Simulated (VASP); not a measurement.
Output of a VASP run:

### OUTCAR
```
 ion  position               nearest neighbor table
   1  0.000  0.000  0.000-   3 2.29   3 2.29   3 2.29   2 2.29   3 2.29   2 2.29   2 2.29   2 2.29
  LATTYP: Found a face centered cubic cell.
 ALAT       =     5.2772155438
 Subroutine PRICEL returns:
 Original cell was already a primitive cell.
 Subroutine GETGRP returns: Found 48 space group operations
The static configuration has the point symmetry O_h .
The dynamic configuration has the point symmetry O_h .
 Subroutine INISYM returns: Found 48 space group operations
 Subroutine IBZKPT returns following result:
 Found     47 irreducible k-points:

 Following reciprocal coordinates:
            Coordinates               Weight
  0.000000  0.000000  0.000000      1.000000
  0.100000  0.000000  0.000000      8.000000
  0.200000  0.000000  0.000000      8.000000
  0.300000  0.000000  0.000000      8.000000
  0.400000  0.000000  0.000000      8.000000
  0.500000  0.000000  0.000000      4.000000
  0.100000  0.100000  0.000000      6.000000
  0.200000  0.100000  0.000000     24.000000
  0.300000  0.100000  0.000000     24.000000
  0.400000  0.100000  0.000000     24.000000
  0.500000  0.100000  0.000000     24.000000
 -0.400000  0.100000  0.000000     24.000000
 -0.300000  0.100000  0.000000     24.000000
 -0.200000  0.100000  0.000000     24.000000
 -0.100000  0.100000  0.000000     12.000000
  0.200000  0.200000  0.000000      6.000000
  0.300000  0.200000  0.000000     24.000000
  0.400000  0.200000  0.000000     24.000000
  0.500000  0.200000  0.000000     24.000000
 -0.400000  0.200000  0.000000     24.000000
 -0.300000  0.200000  0.000000     24.000000
 -0.200000  0.200000  0.000000     12.000000
  0.300000  0.300000  0.000000      6.000000
  0.400000  0.300000  0.000000     24.000000
  0.500000  0.300000  0.000000     24.000000
 -0.400000  0.300000  0.000000     24.000000
 -0.300000  0.300000  0.000000     12.000000
  0.400000  0.400000  0.000000      6.000000
  0.500000  0.400000  0.000000     24.000000
 -0.400000  0.400000  0.000000     12.000000
  0.500000  0.500000  0.000000      3.000000
  0.300000  0.200000  0.100000     24.000000
  0.400000  0.200000  0.100000     48.000000
  0.500000  0.200000  0.100000     48.000000
 -0.400000  0.200000  0.100000     24.000000
  0.400000  0.300000  0.100000     24.000000
  0.500000  0.300000  0.100000     48.000000
 -0.400000  0.300000  0.100000     48.000000
 -0.300000  0.300000  0.100000     48.000000
 -0.200000  0.300000  0.100000     24.000000
   k-points           NKPTS =     47   k-points in BZ     NKDIM =     47   number of bands    NBANDS=     12
   number of dos      NEDOS =    301   number of ions     NIONS =      3
   total plane-waves  NPLWV =  21952
   dimension x,y,z NGX =    28 NGY =   28 NGZ =   28
   dimension x,y,z NGXF=    56 NGYF=   56 NGZF=   56
   ions per type =               1   2
   PREC   = accura    normal or accurate (medium, high low for compatibility)
   ISTART =      0    job   : 0-new  1-cont  2-samecut
   ICHARG =      2    charge: 1-file 2-atom 10-const
   ISPIN  =      1    spin polarized calculation?
   LNONCOLLINEAR =      F non collinear calculations
   LSORBIT =      F    spin-orbit coupling
   INIWAV =      1    electr: 0-lowe 1-rand  2-diag
   ENCUT  =  520.0 eV  38.22 Ry    6.18 a.u.   6.94  6.94  6.94*2*pi/ulx,y,z
   NELM   =    100;   NELMIN=  2; NELMDL= -5     # of ELM steps
   EDIFF  = 0.1E-06   stopping-criterion for ELM
   LREAL  =      F    real-space projection
   NLSPLINE    = F    spline interpolate recip. space projectors
   LMAXMIX     =    4 max onsite mixed and CHGCAR
   VOSKOWN=      0    Vosko Wilk Nusair interpolation
   EDIFFG = 0.1E-05   stopping-criterion for IOM
   NSW    =      0    number of steps for IOM
   NBLOCK =      1;   KBLOCK =      1    inner block; outer block
   IBRION =     -1    ionic relax: 0-MD 1-quasi-New 2-CG
   NFREE  =      0    steps in history (QN), initial steepest desc. (CG)
...
```

OSZICAR:
```
       N       E                     dE             d eps       ncg     rms          rms(c)
DAV:   1     0.770945571058E+02    0.77095E+02   -0.70459E+03  1136   0.137E+03
DAV:   2    -0.119829986907E+02   -0.89078E+02   -0.83012E+02  1152   0.259E+02
DAV:   3    -0.163876372408E+02   -0.44046E+01   -0.42631E+01  1424   0.663E+01
DAV:   4    -0.164919909388E+02   -0.10435E+00   -0.10414E+00  1320   0.991E+00
DAV:   5    -0.164952921868E+02   -0.33012E-02   -0.33007E-02  1544   0.182E+00    0.150E+01
DAV:   6    -0.193542095326E+02   -0.28589E+01   -0.36649E+01  1384   0.131E+02    0.160E+01
DAV:   7    -0.151350820468E+02    0.42191E+01   -0.15491E+01  1484   0.103E+02    0.401E+00
DAV:   8    -0.151291148568E+02    0.59672E-02   -0.82237E-01  1280   0.725E+00    0.177E+00
DAV:   9    -0.150998385578E+02    0.29276E-01   -0.10762E-01  1392   0.714E+00    0.401E-01
DAV:  10    -0.151000041576E+02   -0.16560E-03   -0.76389E-03  1568   0.144E+00    0.146E-01
DAV:  11    -0.150997354292E+02    0.26873E-03   -0.10595E-03  1504   0.712E-01    0.403E-02
DAV:  12    -0.150997503581E+02   -0.14929E-04   -0.65415E-05  1276   0.748E-02    0.193E-02
DAV:  13    -0.150997489193E+02    0.14388E-05   -0.65146E-06  1768   0.410E-02    0.524E-03
DAV:  14    -0.150997490004E+02   -0.81111E-07   -0.72142E-07  1480   0.103E-02
   1 F= -.15099749E+02 E0= -.15100041E+02  d E =0.875976E-03
```

OUTCAR:
```
------------------------ aborting loop because EDIFF is reached ----------------------------------------
  FORCE on cell =-STRESS in cart. coord.  units (eV):
  Direction    XX          YY          ZZ          XY          YZ          ZX
  --------------------------------------------------------------------------------------
  Total        1.3587015      1.3587015      1.3587015      0.0000000      0.0000000      0.0000000
  in kB       59.2488762     59.2488762     59.2488762      0.0000000      0.0000000      0.0000000
  external PRESSURE =      59.2488762 kB  Pullay stress =       0.0000000 kB
  volume of cell :       36.74
      direct lattice vectors                 reciprocal lattice vectors
     0.000000000  2.638607772  2.638607772    -0.189493871  0.189493871  0.189493871
     2.638607772  0.000000000  2.638607772     0.189493871 -0.189493871  0.189493871
     2.638607772  2.638607772  0.000000000     0.189493871  0.189493871 -0.189493871
 POSITION                                       TOTAL-FORCE (eV/Angst)
 -----------------------------------------------------------------------------------
      0.00000      0.00000      0.00000        -0.000000     -0.000000     -0.000000
      1.31930      1.31930      1.31930         0.000000     -0.000000     -0.000000
      3.95791      3.95791      3.95791         0.000000      0.000000      0.000000
 -----------------------------------------------------------------------------------
    total drift:                               -0.000000     -0.000000      0.000000
  FREE ENERGIE OF THE ION-ELECTRON SYSTEM (eV)
  ---------------------------------------------------
  free  energy   TOTEN  =       -15.0997490004 eV

  energy  without entropy=      -15.1006249764  energy(sigma->0) =      -15.10004099
```
(Selected blocks of OUTCAR.)

POSCAR:
```
CoSi2
1
    0.0000000000     2.6386077719     2.6386077719
    2.6386077719     0.0000000000     2.6386077719
    2.6386077719     2.6386077719     0.0000000000
Co Si
1 2
Direct
  0.0000000000   0.0000000000   0.0000000000
  0.2500000000   0.2500000000   0.2500000000
  0.7500000000   0.7500000000   0.7500000000
```

Q: Reconstruct the remaining input files.

A: One answer among several that fit: the input of the run itself, vdW-DF-cx, plane waves, VASP's PBE PAW potentials (set 64).

**KPOINTS**
```
Automatic mesh
0
Gamma
10 10 10
0 0 0
```

### INCAR
```
SYSTEM = CoSi2
PREC = Accurate
ENCUT = 520
EDIFF = 1E-7
NELM = 100
ALGO = Normal
LREAL = .FALSE.
LASPH = .TRUE.
ISMEAR = 1
SIGMA = 0.1
GGA = CX
LUSE_VDW = .TRUE.
AGGAC = 0.0
LMAXMIX = 4
LWAVE = .FALSE.
LCHARG = .FALSE.
ISIF = 2
```

POTCAR, in this order: Co Si (PBE.64 set). Program: vasp_std.

The compound is CoSi2 in the fluorite structure. This cell is one point of a volume scan, at 0.97 of the reference volume. The run is not spin-polarised, so no magnetic state was tried. The electron count is odd and the run is not spin-polarised, which forces a metal.
